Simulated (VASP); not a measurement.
Level of theory: LDA (Ceperley-Alder, Perdew-Zunger), VASP's LDA PAW potentials (set 64) (plane waves; VASP 6.6.1).

VASP ran on this input.

**KPOINTS**
```
kpoints
0
Gamma
  13 13 11
```

**INCAR**
```
# general
SYSTEM   =  CuAu
PREC     =  Accurate
ENCUT    =  500
LREAL    =  F
LASPH    =  T

# electronic loop
EDIFF    =  1E-6
NELM     =  100
ALGO     =  Normal
LMAXMIX  =  6

# smearing
ISMEAR   =  1
SIGMA    =  0.1

# ions
IBRION   =  2
NSW      =  40
ISIF     =  3
EDIFFG   =  -0.02
PSTRESS  =  300

# output
LWAVE    =  F
LCHARG   =  F
```

### POSCAR
```
CuAu
1
    2.7067638005     0.0000000000    -0.0000000000
    0.0000000000     2.7067638005    -0.0000000000
   -0.0000000000     0.0000000000     3.4645029182
Cu Au
1 1
Direct
  0.0000000000   0.0000000000   0.0000000000
  0.5000000000   0.5000000000   0.5000000000
```

POTCAR, in this order: Cu Au (LDA.64 set). Program: vasp_std.

Question: What will the output report for the number of irreducible k-points (NKPTS), largest plane-wave count, number of space-group operations, FFT grid (NGX, NGY, NGZ)?

Answer: 
```yaml
number of irreducible k-points (NKPTS): 168
largest_plane_wave_count: 660
number_of_space_group_operations: 16
FFT grid (NGX, NGY, NGZ): 20 × 20 × 28
```

The compound is CuAu in the L1_0 structure. This run relaxes it under an external pressure of 30 GPa. Symmetry was kept, so distortions that lower it aren't found.
